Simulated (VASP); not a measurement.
# CaTlClF2 with PW91: from relaxation to properties, part 6 of 7

Wanted: the relaxed cell of CaTlClF2 and its properties. The cell is invented: it takes the structure of a Materials Project entry for CaTlF3 (space group 8 there), with some of its atoms replaced by other elements, volume scaled by an estimate. It may not be a known or stable phase.

VASP 6.6.1, plane waves and PAW; the level of theory is named at each step.

So far, gap on the k-mesh (eV): step 3 (relaxing cell and atoms (PW91)) 3.93; step 7 (density of states (PW91)) 3.81; step 8 (electric field gradients (PW91)) 4.01; step 9 (electric field gradients (PW91), try 2) 3.93.

### Step 11. Elastic constants (PW91)

This step: PW91; plane waves and PAW (Tl_d, Ca_sv, Cl, F); invented cell (VASP 6.6.1).

IBRION = 6 with ISIF = 3 strains the cell both ways at fixed fractional positions, and adds the ions' share afterwards from the force constants. Stress converges slowly with the basis, so the cutoff is raised.

INCAR

```
SYSTEM = CaTlClF2
PREC = Accurate
ENCUT = 560
EDIFF = 1E-07
NELM = 100
ISMEAR = -1
SIGMA = 0.05
LREAL = .FALSE.
ALGO = Normal
GGA = 91
NBANDS = 28
LORBIT = 11
LWAVE = .FALSE.
LCHARG = .FALSE.
KPAR = 2
IBRION = 6
NFREE = 2
POTIM = 0.015
ISIF = 3
NSW = 1
```

POSCAR

```
CaTlClF2
1.0
    3.1674724006     -3.1642630293      0.0151758401
    3.1674724006      3.1642630293      0.0151758401
    0.0109148676      0.0000000000      5.7699244155
Tl Ca Cl F
1 1 1 2
Direct
    0.0014957693      0.0014957693      0.1123690822
    0.4983270139      0.4983270139      0.4870411418
    0.5013213719      0.5013213719      0.9668390797
    0.4969311727      0.9985106722      0.4340638482
    0.9985106722      0.4969311727      0.4340638482
```

KPOINTS

```
Automatic mesh
0
Gamma
5 5 4
0 0 0
```

PAW data sets: Tl_d, Ca_sv, Cl and F (PBE family, release 64).

Run with:

```sh
> mpirun -np 2 vasp_std
```

Output:

```text
[... set-up lines as in an earlier step ...]
 entering main loop
       N       E                     dE             d eps       ncg     rms          rms(c)
DAV:   1     0.381718989803E+03    0.38172E+03   -0.23272E+04  1848   0.154E+03
DAV:   2     0.151941450538E+01   -0.38020E+03   -0.37351E+03  2284   0.381E+02
DAV:   3    -0.242795360148E+02   -0.25799E+02   -0.25707E+02  2232   0.977E+01
DAV:   4    -0.257493001058E+02   -0.14698E+01   -0.14681E+01  3448   0.146E+01
DAV:   5    -0.257670118119E+02   -0.17712E-01   -0.17711E-01  2320   0.141E+00    0.938E+00
DAV:   6    -0.232799394250E+02    0.24871E+01   -0.10882E+01  2096   0.212E+01    0.399E+00
DAV:   7    -0.232061754038E+02    0.73764E-01   -0.73508E-01  2452   0.555E+00    0.244E+00
DAV:   8    -0.231556023177E+02    0.50573E-01   -0.21154E-01  2400   0.342E+00    0.451E-01
DAV:   9    -0.231580715786E+02   -0.24693E-02   -0.54936E-02  2524   0.142E+00    0.216E-01
DAV:  10    -0.231598559525E+02   -0.17844E-02   -0.69543E-03  2116   0.501E-01    0.114E-01
DAV:  11    -0.231604901371E+02   -0.63418E-03   -0.91616E-04  2272   0.161E-01    0.397E-02
DAV:  12    -0.231606775404E+02   -0.18740E-03   -0.23485E-04  2116   0.836E-02    0.125E-02
DAV:  13    -0.231606906847E+02   -0.13144E-04   -0.38803E-05  2540   0.372E-02    0.645E-03
DAV:  14    -0.231606928218E+02   -0.21371E-05   -0.43349E-06  2604   0.147E-02    0.256E-03
DAV:  15    -0.231606937065E+02   -0.88463E-06   -0.20982E-06  2124   0.895E-03    0.196E-03
DAV:  16    -0.231606936040E+02    0.10251E-06   -0.27115E-07  1972   0.359E-03    0.637E-04
DAV:  17    -0.231606935928E+02    0.11201E-07   -0.48721E-08  1400   0.143E-03
   1 F= -.23160694E+02 E0= -.23160694E+02  d E =-.611280E-10
 Found    12 degrees of freedom:
 Adding 6 more for cell shape distortion
 Finite differences POTIM= 0.01500 DOF=  18
 bond charge predicted
       N       E                     dE             d eps       ncg     rms          rms(c)
DAV:   1    -0.232772815024E+02   -0.11659E+00   -0.42393E+00  1852   0.150E+01    0.235E+00
DAV:   2    -0.231757349790E+02    0.10155E+00   -0.30639E-01  2100   0.375E+00    0.841E-01
DAV:   3    -0.231581064195E+02    0.17629E-01   -0.30696E-02  2112   0.140E+00    0.427E-01
DAV:   4    -0.231549516287E+02    0.31548E-02   -0.11089E-02  2980   0.704E-01    0.198E-01
DAV:   5    -0.231548957630E+02    0.55866E-04   -0.16492E-03  2376   0.326E-01    0.630E-02
DAV:   6    -0.231548534829E+02    0.42280E-04   -0.45307E-04  2668   0.164E-01    0.258E-02
DAV:   7    -0.231548533534E+02    0.12951E-06   -0.70570E-05  2424   0.599E-02    0.616E-03
DAV:   8    -0.231548536389E+02   -0.28548E-06   -0.50379E-06  2540   0.131E-02    0.308E-03
DAV:   9    -0.231548535475E+02    0.91427E-07   -0.63901E-07  2436   0.449E-03
   2 F= -.23154854E+02 E0= -.23154854E+02  d E =-.900973E-10
[... from here on, the cycles between the ionic steps are left out ...]
   3 F= -.23153612E+02 E0= -.23153612E+02  d E =-.402661E-10
   4 F= -.23155314E+02 E0= -.23155314E+02  d E =-.896311E-10
   5 F= -.23153128E+02 E0= -.23153128E+02  d E =-.405531E-10
   6 F= -.23157995E+02 E0= -.23157995E+02  d E =-.509600E-11
   7 F= -.23155617E+02 E0= -.23155617E+02  d E =-.289144E-10
   8 F= -.23158389E+02 E0= -.23158389E+02  d E =-.606724E-10
   9 F= -.23158389E+02 E0= -.23158389E+02  d E =-.607271E-10
  10 F= -.23159629E+02 E0= -.23159629E+02  d E =-.619794E-10
  11 F= -.23159629E+02 E0= -.23159629E+02  d E =-.619701E-10
  12 F= -.23159310E+02 E0= -.23159310E+02  d E =-.623519E-10
  13 F= -.23159956E+02 E0= -.23159956E+02  d E =-.621967E-10
  14 F= -.23160471E+02 E0= -.23160471E+02  d E =-.620263E-10
  15 F= -.23160646E+02 E0= -.23160646E+02  d E =-.607777E-10
  16 F= -.23160557E+02 E0= -.23160557E+02  d E =-.613863E-10
  17 F= -.23160557E+02 E0= -.23160557E+02  d E =-.613907E-10
  18 F= -.23160435E+02 E0= -.23160435E+02  d E =-.737846E-10
  19 F= -.23160581E+02 E0= -.23160581E+02  d E =-.507371E-10
  20 F= -.23159995E+02 E0= -.23159995E+02  d E =-.600058E-10
  21 F= -.23159996E+02 E0= -.23159996E+02  d E =-.613341E-10
  22 F= -.23159995E+02 E0= -.23159995E+02  d E =-.606978E-10
  23 F= -.23159995E+02 E0= -.23159995E+02  d E =-.606794E-10
  24 F= -.23160238E+02 E0= -.23160238E+02  d E =-.761703E-10
  25 F= -.23160342E+02 E0= -.23160342E+02  d E =-.487872E-10
  26 F= -.23160521E+02 E0= -.23160521E+02  d E =-.615706E-10
  27 F= -.23160628E+02 E0= -.23160628E+02  d E =-.610291E-10
  28 F= -.23160573E+02 E0= -.23160573E+02  d E =-.612805E-10
  29 F= -.23160573E+02 E0= -.23160573E+02  d E =-.612667E-10
  30 F= -.23160269E+02 E0= -.23160269E+02  d E =-.877471E-10
  31 F= -.23160358E+02 E0= -.23160358E+02  d E =-.422296E-10
  32 F= -.23160343E+02 E0= -.23160343E+02  d E =-.607985E-10
  33 F= -.23160194E+02 E0= -.23160194E+02  d E =-.611941E-10
  34 F= -.23160226E+02 E0= -.23160226E+02  d E =-.613407E-10
  35 F= -.23160308E+02 E0= -.23160308E+02  d E =-.605057E-10
  36 F= -.23160611E+02 E0= -.23160611E+02  d E =-.417850E-10
 Finite differences progress:
  Degree of freedom:  18/ 18
  Displacement:        1/  2
  Total:              35/ 36
 bond charge predicted
       N       E                     dE             d eps       ncg     rms          rms(c)
DAV:   1    -0.231552469967E+02    0.53640E-02   -0.56648E+00  2856   0.134E+01    0.151E-01
DAV:   2    -0.231608815490E+02   -0.56346E-02   -0.61818E-02  2892   0.142E+00    0.106E-01
DAV:   3    -0.231606372565E+02    0.24429E-03   -0.62911E-04  4112   0.162E-01    0.661E-02
DAV:   4    -0.231604418563E+02    0.19540E-03   -0.77745E-04  3380   0.201E-01    0.248E-02
DAV:   5    -0.231604476223E+02   -0.57660E-05   -0.19835E-04  3300   0.853E-02    0.127E-02
DAV:   6    -0.231604487188E+02   -0.10965E-05   -0.13886E-05  3640   0.204E-02    0.843E-03
DAV:   7    -0.231604486184E+02    0.10044E-06   -0.38701E-06  3380   0.171E-02    0.320E-03
DAV:   8    -0.231604487614E+02   -0.14296E-06   -0.24080E-06  3292   0.891E-03    0.269E-03
DAV:   9    -0.231604486962E+02    0.65162E-07   -0.88692E-07  3208   0.766E-03
  37 F= -.23160449E+02 E0= -.23160449E+02  d E =-.905252E-10
 Finite differences progress:
  Degree of freedom:  18/ 18
  Displacement:        2/  2
  Total:              36/ 36
```

Wall time 32 min (2 MPI ranks of AMD EPYC 7R43, shared host); peak memory 0.96 GiB.

From OUTCAR (step 11):

```text
   ENCUT  =  560.0 eV  41.16 Ry    6.42 a.u.   8.64  8.64 11.13*2*pi/ulx,y,z

   NELECT =      44.0000    total number of electrons

 E-fermi :   1.3668

 k-point     1 :       0.0000    0.0000    0.0000
  band No.  band energies     occupation
    ...
     18      -1.8048      2.00000
     19      -1.6016      2.00000
     20      -1.1099      2.00000
     21      -1.0386      2.00000
     22      -1.0352      2.00000
     23       5.4050      0.00000
     24       6.4409      0.00000
     25       6.4501      0.00000
     26       6.6896      0.00000
     27       7.2341      0.00000
    ...

  Total        0.0240798      0.0557729      0.0747891     -0.0112045      0.0001169     -0.0212558
  in kB        0.3335658      0.7725960      1.0360185     -0.1552101      0.0016189     -0.2944467
  external PRESSURE =       0.7140601 kB  Pullay stress =       0.0000000 kB

 POSITION                                       TOTAL-FORCE (eV/Angst)
 -----------------------------------------------------------------------------------
      0.01070      0.00000      0.64841        -0.006409      0.000068     -0.010693
      3.16219      0.00000      2.82532        -0.000196     -0.000083     -0.012528
      3.18640      0.00000      5.59380        -0.003560      0.000166     -0.015812
      4.74151      1.58713      2.51221         0.005241     -0.002857      0.027843
      4.74151     -1.58713      2.52721         0.004923      0.002707      0.011191
 -----------------------------------------------------------------------------------
    total drift:                                0.000300     -0.000014     -0.000524

  FREE ENERGIE OF THE ION-ELECTRON SYSTEM (eV)
  ---------------------------------------------------
  free  energy   TOTEN  =       -23.1604486962 eV

  energy  without entropy=      -23.1604486961  energy(sigma->0) =      -23.16044870

  SYMMETRIZED ELASTIC MODULI (kBar)
 Direction    XX          YY          ZZ          XY          YZ          ZX
 --------------------------------------------------------------------------------
 XX         794.9892    371.4708    188.6342      0.0000      0.0000      3.7528
 YY         371.4708    798.2822    190.1285      0.0000      0.0000      2.4615
 ZZ         188.6342    190.1285    479.0686      0.0000      0.0000      2.8777
 XY           0.0000      0.0000      0.0000    283.6085      1.2774      0.0000
 YZ           0.0000      0.0000      0.0000      1.2774    131.0009      0.0000
 ZX           3.7528      2.4615      2.8777      0.0000      0.0000    130.6805
 --------------------------------------------------------------------------------

 Eigenvectors and eigenvalues of the dynamical matrix
 ----------------------------------------------------

   1 f  =   10.460950 THz    65.728085 2PiTHz  348.939719 cm-1    43.262992 meV
             X         Y         Z           dx          dy          dz
      0.010702  0.000000  0.648407     0.000000    0.001630    0.000000
      3.162190  0.000000  2.825316     0.000000    0.519073    0.000000
      3.186396  0.000000  5.593804     0.000000    0.016828   -0.000000
      4.741509  1.587129  2.527210    -0.461859   -0.389648   -0.000235
      4.741509 -1.587129  2.527210     0.461859   -0.389648    0.000235

   2 f  =   10.460276 THz    65.723851 2PiTHz  348.917245 cm-1    43.260205 meV
             X         Y         Z           dx          dy          dz
      0.010702  0.000000  0.648407    -0.001612    0.000000    0.000072
      3.162190  0.000000  2.825316    -0.519191    0.000000   -0.001849
      3.186396  0.000000  5.593804    -0.016930    0.000000    0.001672
      4.741509  1.587129  2.527210     0.391571    0.460154   -0.001612
      4.741509 -1.587129  2.527210     0.391571   -0.460154   -0.001612

   3 f  =    5.910183 THz    37.134773 2PiTHz  197.142473 cm-1    24.442541 meV
             X         Y         Z           dx          dy          dz
      0.010702  0.000000  0.648407    -0.000260   -0.000000   -0.042787
[...]
4.741509  1.587129  2.527210     0.037090   -0.210832   -0.045915
      4.741509 -1.587129  2.527210    -0.037090   -0.210832    0.045915

  10 f  =    2.296798 THz    14.431207 2PiTHz   76.612933 cm-1     9.498789 meV
             X         Y         Z           dx          dy          dz
      0.010702  0.000000  0.648407     0.031137   -0.000000    0.599544
      3.162190  0.000000  2.825316    -0.021430   -0.000000   -0.433569
      3.186396  0.000000  5.593804    -0.030656    0.000000   -0.505549
      4.741509  1.587129  2.527210    -0.013852   -0.001903   -0.311629
      4.741509 -1.587129  2.527210    -0.013852    0.001903   -0.311629

  11 f  =    1.788748 THz    11.239038 2PiTHz   59.666225 cm-1     7.397666 meV
             X         Y         Z           dx          dy          dz
      0.010702  0.000000  0.648407     0.000000    0.580385   -0.000000
      3.162190  0.000000  2.825316    -0.000000   -0.450497    0.000000
      3.186396  0.000000  5.593804    -0.000000   -0.268447    0.000000
      4.741509  1.587129  2.527210     0.103955   -0.427862   -0.014083
      4.741509 -1.587129  2.527210    -0.103955   -0.427862    0.014083

  12 f  =    1.788597 THz    11.238087 2PiTHz   59.661178 cm-1     7.397040 meV
             X         Y         Z           dx          dy          dz
      0.010702  0.000000  0.648407    -0.579734    0.000000    0.034767
      3.162190  0.000000  2.825316     0.449515   -0.000000   -0.016643
      3.186396  0.000000  5.593804     0.278593   -0.000000   -0.018851
      4.741509  1.587129  2.527210     0.424507   -0.103592   -0.016045
      4.741509 -1.587129  2.527210     0.424507    0.103592   -0.016045

  13 f/i=    0.015870 THz     0.099716 2PiTHz    0.529375 cm-1     0.065634 meV
             X         Y         Z           dx          dy          dz
      0.010702  0.000000  0.648407    -0.776849   -0.000000   -0.188965
      3.162190  0.000000  2.825316    -0.344750   -0.000000   -0.084284
      3.186396  0.000000  5.593804    -0.329637   -0.000000   -0.079782
      4.741509  1.587129  2.527210    -0.237640    0.000091   -0.058610
      4.741509 -1.587129  2.527210    -0.237640   -0.000091   -0.058610

  14 f/i=    0.017520 THz     0.110084 2PiTHz    0.584421 cm-1     0.072459 meV
             X         Y         Z           dx          dy          dz
      0.010702  0.000000  0.648407    -0.000000    0.797635   -0.000000
      3.162190  0.000000  2.825316    -0.000000    0.356349   -0.000000
      3.186396  0.000000  5.593804    -0.000000    0.338849   -0.000000
      4.741509  1.587129  2.527210    -0.000518    0.246956    0.000173
      4.741509 -1.587129  2.527210     0.000518    0.246956   -0.000173

  15 f/i=    0.033149 THz     0.208280 2PiTHz    1.105722 cm-1     0.137092 meV
             X         Y         Z           dx          dy          dz
      0.010702  0.000000  0.648407     0.185378   -0.000000   -0.775517
      3.162190  0.000000  2.825316     0.085746   -0.000000   -0.346494
      3.186396  0.000000  5.593804     0.081554   -0.000000   -0.326207
      4.741509  1.587129  2.527210     0.062167   -0.003590   -0.240811
      4.741509 -1.587129  2.527210     0.062167    0.003590   -0.240811

 ELASTIC MODULI CONTR FROM IONIC RELAXATION (kBar)
 Direction    XX          YY          ZZ          XY          YZ          ZX
 --------------------------------------------------------------------------------
 XX         -63.8429    -63.4953     21.8668     -0.0000     -0.0000      1.4670
 YY         -63.4953    -63.3193     22.1777     -0.0000     -0.0000      0.7417
 ZZ          21.8668     22.1777    -99.6523     -0.0000     -0.0000     -0.4404
 XY          -0.0000     -0.0000     -0.0000    -14.2472      2.1465      0.0000
 YZ          -0.0000     -0.0000     -0.0000      2.1465    -52.3941      0.0000
 ZX           1.4670      0.7417     -0.4404      0.0000      0.0000    -51.8865
 --------------------------------------------------------------------------------

 TOTAL ELASTIC MODULI (kBar)
 Direction    XX          YY          ZZ          XY          YZ          ZX
 --------------------------------------------------------------------------------
 XX         731.1463    307.9755    210.5010     -0.0000     -0.0000      5.2197
 YY         307.9755    734.9629    212.3061     -0.0000     -0.0000      3.2033
 ZZ         210.5010    212.3061    379.4163     -0.0000     -0.0000      2.4372
 XY          -0.0000     -0.0000     -0.0000    269.3613      3.4239      0.0000
 YZ          -0.0000     -0.0000     -0.0000      3.4239     78.6068      0.0000
 ZX           5.2197      3.2033      2.4372      0.0000      0.0000     78.7941
 --------------------------------------------------------------------------------

[... 6 parts as in an earlier step ...]

[... 10 further parts left out ...]
```

CONTCAR:

```
CaTlClF2
   1.00000000000000
     3.1674724005999999   -3.1642630292999998    0.0151758401000000
     3.1674724005999999    3.1642630292999998    0.0151758401000000
     0.0109148676000000    0.0000000000000000    5.7699244155000002
  Tl              Ca              Cl              F
     1     1     1     2
Direct
     0.0014957692999999    0.0014957692999999    0.1123690821999972
     0.4983270139000027    0.4983270139000027    0.4870411417999989
     0.5013213718999978    0.5013213718999978    0.9668390797000015
     0.4969356519026176    0.9985151514026140    0.4314641372036055
     0.9985106721999983    0.4969311727000019    0.4340638481999974
```

The last energy, forces, stress and levels in OUTCAR belong to the last displaced cell, not to the cell of POSCAR.

Numbers from this step:

```
bands                     : 28
irreducible k-points      : 33
pressure of the cell      : 0.06958 GPa
largest force of the cell : 0.008028 eV/Å
mechanically stable       : yes
bulk modulus (Voigt)      : 36.75 GPa
shear modulus (Voigt)     : 15.97 GPa
bulk modulus (Hill)       : 34.38 GPa
shear modulus (Hill)      : 14.07 GPa
Young's modulus           : 37.15 GPa
Poisson's ratio           : 0.3199
```

Elastic constants with relaxed ions, Voigt order xx yy zz yz xz xy (GPa):

```
73.11 30.80 21.05  0.00  0.52  0.00
30.80 73.50 21.23  0.00  0.32  0.00
21.05 21.23 37.94  0.00  0.24  0.00
 0.00  0.00  0.00  7.86  0.00  0.34
 0.52  0.32  0.24  0.00  7.88  0.00
 0.00  0.00  0.00  0.34  0.00 26.94
```

Elastic constants with clamped ions, Voigt order xx yy zz yz xz xy (GPa):

```
79.50 37.15 18.86  0.00  0.38  0.00
37.15 79.83 19.01  0.00  0.25  0.00
18.86 19.01 47.91  0.00  0.29  0.00
 0.00  0.00  0.00 13.10  0.00  0.13
 0.38  0.25  0.29  0.00 13.07  0.00
 0.00  0.00  0.00  0.13  0.00 28.36
```

Transverse limit, no LO-TO splitting. Modes at Γ, with each element's share of the kinetic energy:

| mode | frequency (cm⁻¹) | symmetry | Tl % | Ca % | Cl % | F % |
| --- | --- | --- | --- | --- | --- | --- |
| 1 | -1.1 | acoustic | 64 | 13 | 11 | 12 |
| 2 | -0.6 | acoustic | 64 | 13 | 11 | 12 |
| 3 | -0.5 | acoustic | 64 | 13 | 12 | 12 |
| 4 | 59.7 | A' | 34 | 20 | 8 | 38 |
| 5 | 59.7 | A'' | 34 | 20 | 7 | 39 |
| 6 | 76.6 | A' | 36 | 19 | 26 | 19 |
| 7 | 97.4 | A'' | 2 | 8 | 81 | 10 |
| 8 | 97.5 | A' | 1 | 8 | 81 | 10 |
| 9 | 119.1 | A'' | 0 | 0 | 0 | 100 |
| 10 | 156.4 | A' | 1 | 32 | 0 | 67 |
| 11 | 156.5 | A'' | 1 | 32 | 0 | 67 |
| 12 | 182.9 | A' | 0 | 61 | 3 | 36 |
| 13 | 197.1 | A' | 0 | 7 | 60 | 32 |
| 14 | 348.9 | A' | 0 | 27 | 0 | 73 |
| 15 | 348.9 | A'' | 0 | 27 | 0 | 73 |

Displacements in mode 5 (59.7 cm⁻¹), the largest set to 1:
```
Tl1  0.00  0.41  0.00
Ca2  0.00 -0.72  0.00
Cl3  0.00 -0.46  0.00
F4   0.24 -1.00 -0.03
F5  -0.24 -1.00  0.03
```

Displacements in mode 10 (156.4 cm⁻¹), the largest set to 1:
```
Tl1  0.06  0.00  0.00
Ca2 -0.74  0.00  0.05
Cl3 -0.01  0.00  0.02
F4   0.46 -1.00 -0.04
F5   0.46  1.00 -0.04
```

B/G is 2.44, which by Pugh's rule of thumb (1.75) points to a ductile solid. With the density of 4.56 g/cm³ the Hill moduli give sound speeds of 3.41 km/s (longitudinal) and 1.76 km/s (transverse), and from their mean a Debye temperature of 205 K.

[end of part 6 of 7]

[Lines on the potential files, build, host, timing and source positions are cut from VASP's logs without a mark.]

[Logs are printed without paths, hosts, clocks, repeated set-up lines and the standing remarks that a program may print on its own settings, such as how far it seeks lower states.]

[Hosts, paths, dates, database ids (printed as entryN), source tags and the programs' standing remarks are cut or masked in the printed files.]

[A measured line is paired with the nearest computed mode of its activity, which favours agreement.]
